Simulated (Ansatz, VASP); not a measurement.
Two plane-wave programs on Si

```xyz
2
Lattice="0.0000 2.3722 3.5583 2.3722 0.0000 3.5583 2.3722 2.3722 0.0000" Properties=species:S:1:pos:R:3 pbc="T T T"
Si    2.3722    2.3722    3.5583
Si    3.5583    3.5583    5.3374
```

Alike in both runs: task single point; functional LDA; k mesh 10 × 10 × 10; occupations gaussian, width 0.05 eV; no spin polarisation.

|  | VASP | Ansatz |
| --- | --- | --- |
| version | VASP 6.6.1 | Ansatz 0.2.0 |
| potentials or method | VASP PAW LDA potentials, release 64 (Si) | scalar-relativistic, plane waves, PAW |
| plane-wave cutoff (eV) | 520 | 420 |
| valence electrons in the cell | 8 | 8 |

Ansatz gave:

* gap on the k mesh at the Fermi level (eV): none
* pressure (GPa): -6.0
* largest component of the traceless stress (GPa): 11.04

Q: Which values does VASP return?

A: gap on the k mesh at the Fermi level (eV): none; pressure (GPa): -6.0; largest component of the traceless stress (GPa): 11.05.

A gap of «none» marks a metal or a gap that the smearing closes.
